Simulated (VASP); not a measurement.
VASP runs on Pb share one base input (PBE GGA, plane waves, VASP's PBE PAW potentials (set 64)) and change the settings named in each case.

File POSCAR:
```
Pb
1
    5.1993380000     0.0000000000     0.0000000000
   -2.5996690000     4.5027580000     0.0000000000
    0.0000000000     0.0000000000    14.0000000000
Pb
2
Direct
  0.0012830000   0.0048640000   0.5010070000
  0.6653840000   0.3284690000   0.4989930000
```

### INCAR
```
# general
SYSTEM  = Pb
PREC    = Accurate
ENCUT   = 300
LREAL   = .False.
LASPH   = .True.

# electronic loop
EDIFF   = 1E-6
NELM    = 100
ALGO    = Normal
LMAXMIX = 4

# smearing
ISMEAR  = 0
SIGMA   = 0.1

# functional
GGA     = PE

# ions
ISIF    = 2

# output
LWAVE   = .False.
LCHARG  = .False.
```

### KPOINTS
```
Automatic
0
Gamma
  4 4 1
0 0 0
```

POTCAR, in this order: Pb_d (PBE.64 set). Program: vasp_std.

```json
[
 {"change": "base run", "E(σ→0) (eV/atom)": "-2.7168", "largest force (eV/Å)": "0.182", "−TS (eV)": "-0.0512"},
 {"change": "GGA removed, POTCAR Pb_d (LDA.64 set)", "E(σ→0) (eV/atom)": "-3.1837", "largest force (eV/Å)": "0.165", "−TS (eV)": "-0.0529"},
 {"change": "GGA_COMPAT = .FALSE., LNONCOLLINEAR = .TRUE., LSORBIT = .TRUE., MAGMOM = 0.0 0.0 0.0 0.0 0.0 0.0, program vasp_ncl", "E(σ→0) (eV/atom)": "-3.4082", "largest force (eV/Å)": "0.211", "−TS (eV)": "-0.0141"},
 {"change": "KPOINTS 2×2×1 Γ-centred mesh", "E(σ→0) (eV/atom)": "-2.4685", "largest force (eV/Å)": "0.330", "−TS (eV)": "-0.0460"}
]
```
 Energies of different potentials or functionals have different zeros.  The cell holds a wide vacuum, so values per volume refer to the whole cell. Unless said otherwise, spin-orbit coupling is left out, though it shifts the bands of the heavy elements here.

Left out are runs that ran out of time, are held back, or changed the cell or the kind of run, fixed moments of cells without a moment, rows past the twelfth, gaps on odd meshes, pressures of charged cells and columns that move by less than the noise.

The cell is a sheet or thin cut with vacuum, built from a generated structure.
